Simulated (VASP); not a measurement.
# Al2Cu (Khatyrkite) with PBE: from relaxation to properties, part 5 of 5

Wanted: the relaxed cell of Al2Cu (Khatyrkite) and its properties. The start is a cell from a database of measured crystal structures.

VASP 6.6.1; PBE; plane waves and PAW (Al, Cu).

Still holding for the runs below: The k-mesh is coarse for a metal.

So far. Step 11 (Volume scan with PBE, volume scale 1.02): The run ends at a pressure of -1.99 GPa, with forces up to 0.0098 eV/Å.

### Step 12. Volume scan with PBE, volume scale 1.04 (continued)

OUTCAR, selected parts (step 12):

```text
  Total       -2.1484400     -2.1484400     -2.0848400      0.0000000     -0.0000000      0.0000000
  in kB      -37.0380718    -37.0380718    -35.9416381      0.0000000     -0.0000000      0.0000000
  external PRESSURE =     -36.6725939 kB  Pullay stress =       0.0000000 kB

 POSITION                                       TOTAL-FORCE (eV/Angst)
 -----------------------------------------------------------------------------------
      0.97040      4.02357     -0.00000         0.009918      0.009918      0.000000
      2.08278      0.97040      0.00000        -0.009918      0.009918     -0.000000
      2.08278     -0.97040      2.49242        -0.009918     -0.009918     -0.000000
      0.97040      2.08278      2.49242         0.009918     -0.009918     -0.000000
      0.00000      0.00000      1.24621        -0.000000      0.000000     -0.000000
      0.00000      0.00000      3.73863        -0.000000      0.000000     -0.000000
 -----------------------------------------------------------------------------------
    total drift:                                0.000000      0.000000      0.000000

  FREE ENERGIE OF THE ION-ELECTRON SYSTEM (eV)
  ---------------------------------------------------
  free  energy   TOTEN  =       -23.4079692707 eV

  energy  without entropy=      -23.4093258304  energy(sigma->0) =      -23.40842146

[... 1 part as in an earlier step ...]

[... 2 further parts left out ...]
[key lines of the parts left out:]
E-fermi :   7.3669
```

The pressure falls from -1.99 to -3.67 GPa.

The run ends at a pressure of -3.67 GPa, with forces up to 0.014 eV/Å.

### Step 13. Volume scan with PBE, volume scale 1.06

A prediction first. A parabola through the 6 pressures of evenly scaled cells so far, P = -0.10 -100.3 t +244 t² GPa with t = ln(V/V₁) and V₁ the volume at scale 1, gives -5.12 GPa at t = +0.0583.

INCAR

```
SYSTEM = Al2Cu
PREC = Accurate
ENCUT = 400
EDIFF = 1E-06
NELM = 100
ISMEAR = 1
SIGMA = 0.2
LREAL = .FALSE.
ALGO = Normal
GGA = PE
NBANDS = 23
LASPH = .TRUE.
LORBIT = 11
LWAVE = .FALSE.
LCHARG = .FALSE.
KPAR = 4
ISIF = 2
```

POSCAR

```
Al2Cu
1.0
   -3.0726244350      3.0726244350      2.5082973065
    3.0726244350     -3.0726244350      2.5082973065
    3.0726244350      3.0726244350     -2.5082973065
Al Cu
4 2
Direct
    0.6589157352      0.1589157352      0.8178314704
    0.1589157352      0.3410842648      0.5000000000
    0.3410842648      0.8410842648      0.1821685296
    0.8410842648      0.6589157352      0.5000000000
    0.2500000000      0.2500000000      0.0000000000
    0.7500000000      0.7500000000      0.0000000000
```

KPOINTS

```
Automatic mesh
0
Gamma
6 6 6
0 0 0
```

PAW data sets: Al and Cu (PBE family, release 64).

Command:

```
mpirun -np 4 vasp_std
```

What it wrote:

```text
[... set-up lines as in an earlier step ...]
 entering main loop
       N       E                     dE             d eps       ncg     rms          rms(c)
DAV:   1     0.164592164580E+03    0.16459E+03   -0.11567E+04  1380   0.131E+03
DAV:   2    -0.184046050587E+02   -0.18300E+03   -0.17393E+03  1380   0.281E+02
DAV:   3    -0.275335504687E+02   -0.91289E+01   -0.87439E+01  1877   0.849E+01
DAV:   4    -0.277684177486E+02   -0.23487E+00   -0.23437E+00  1921   0.116E+01
[...]
DAV:  14    -0.233620615101E+02    0.69335E-04   -0.24148E-04  2200   0.418E-01    0.628E-03
DAV:  15    -0.233620630630E+02   -0.15530E-05   -0.17926E-05  1569   0.275E-02    0.352E-03
DAV:  16    -0.233620632011E+02   -0.13807E-06   -0.28336E-07   984   0.122E-02
   1 F= -.23362063E+02 E0= -.23362525E+02  d E =0.138574E-02
```

Wall time 8.8 s (4 MPI ranks of Intel Xeon 6975P-C (Granite Rapids), shared host); peak memory 0.84 GiB.

From OUTCAR (step 13):

```text
  Total       -3.1012277     -3.1012277     -2.9744410      0.0000000     -0.0000000      0.0000000
  in kB      -52.4549252    -52.4549252    -50.3104246      0.0000000     -0.0000000      0.0000000
  external PRESSURE =     -51.7400917 kB  Pullay stress =       0.0000000 kB

 POSITION                                       TOTAL-FORCE (eV/Angst)
 -----------------------------------------------------------------------------------
      0.97658      4.04920     -0.00000         0.012322      0.012322     -0.000000
      2.09605      0.97658      0.00000        -0.012322      0.012322     -0.000000
      2.09605     -0.97658      2.50830        -0.012322     -0.012322      0.000000
      0.97658      2.09605      2.50830         0.012322     -0.012322     -0.000000
      0.00000      0.00000      1.25415         0.000000     -0.000000     -0.000000
      0.00000      0.00000      3.76245         0.000000     -0.000000     -0.000000
 -----------------------------------------------------------------------------------
    total drift:                                0.000000      0.000000      0.000000

  FREE ENERGIE OF THE ION-ELECTRON SYSTEM (eV)
  ---------------------------------------------------
  free  energy   TOTEN  =       -23.3620632011 eV

  energy  without entropy=      -23.3634489431  energy(sigma->0) =      -23.36252512

[... 1 part as in an earlier step ...]

[... 2 further parts left out ...]
[key lines of the parts left out:]
E-fermi :   7.1589
```

The pressure falls from -3.67 to -5.17 GPa. The parabola predicted -5.12 GPa, +0.06 GPa off.

### Step 14. Comparing the runs

Times are for 4 MPI ranks of Intel Xeon 6975P-C (Granite Rapids), shared host. The series side by side:

| no. | volume scale | energy above the lowest point (meV/atom) | pressure (GPa) | time | memory (GiB) |
| --- | --- | --- | --- | --- | --- |
| 1 | 0.94 | 20.35 | 7.046 | 6.2 s | 0.74 |
| 2 | 0.96 | 9.05 | 4.373 | 6.6 s | 0.74 |
| 3 | 0.98 | 2.41 | 2.023 | 6.6 s | 0.75 |
| 4 | 1 | 0 | -0.08981 | 6.6 s | 0.73 |
| 5 | 1.02 | 1.31 | -1.989 | 6.6 s | 0.75 |
| 6 | 1.04 | 5.98 | -3.667 | 9 s | 0.87 |
| 7 | 1.06 | 13.63 | -5.174 | 8.8 s | 0.84 |

### Step 15. Fit for PBE

This step: Birch-Murnaghan fit, PBE; plane waves and PAW (VASP 6.6.1).

This step runs nothing: it gathers the runs above.

This step gave:

| Property | Result |
| --- | --- |
| pressure derivative of the bulk modulus | 4.605 |
| r.m.s. error of the fit | 7.20e-6 eV/atom |
| minimum inside the sampled range | yes |
| bulk modulus | 99.41 GPa |
| equilibrium volume of the fit | 14.93 Å³/atom |

The energy above the fitted minimum by volume:

| volume (Å³/atom) | energy above the fitted minimum (eV/atom) |
| --- | --- |
| 14.000 | 0.0204 |
| 14.298 | 0.00909 |
| 14.596 | 0.00245 |
| 14.894 | 3.6e-5 |
| 15.191 | 0.00134 |
| 15.489 | 0.00602 |
| 15.787 | 0.0137 |

The fitted volume lies +0.26 % from the relaxed one. At a finite cutoff and mesh the minimum of the energy and the zero of the stress don't quite coincide, and the relaxation stops at a threshold.

### Step 16. What came out

```yaml
relaxed_volume: 14.89 Å³/atom
relaxed_conventional_cell_a_b_c: 6.027, 6.027, 4.920 Å
space_group_after_relaxing_within_0p02_a: I4/mcm (No. 140)
band_gap: none, a metal
dos_at_the_fermi_level: 2.46 states/eV/cell
largest_field_gradient_vzz: -28.39 V/Å² on Cu5
bulk_modulus_from_the_fit: 99.4 GPa
volume_from_the_fit: 14.9 Å³/atom
```

**Reading.** With PBE, Al2Cu (Khatyrkite) relaxes to 14.89 Å³/atom in space group I4/mcm (held by the symmetry of the run), comes out as a metal and has a bulk modulus of 99.4 GPa at fixed shape and positions, an upper bound. Against the listed cell the volume lies -0.4 % (a -0.7 %, c +0.9 %). Bands along the symmetry lines (PBE): Of the bands kept, 5 cross the Fermi level on this path. The k-sampling is coarse for a metal, so the Fermi level, pressures and the shape of the cell carry errors. No search among competing phases was made, and a listed structure need not be the one stable at ambient conditions. All values are for a static lattice at zero temperature.

[Lines on the potential files, build, host, timing and source positions are cut from VASP's logs without a mark.]

[Logs are printed without paths, hosts, clocks, repeated set-up lines and the standing remarks that a program may print on its own settings, such as how far it seeks lower states.]

[Hosts, paths, dates, database ids (printed as entryN), source tags and the programs' standing remarks are cut or masked in the printed files.]

[A measured line is paired with the nearest computed mode of its activity, which favours agreement.]
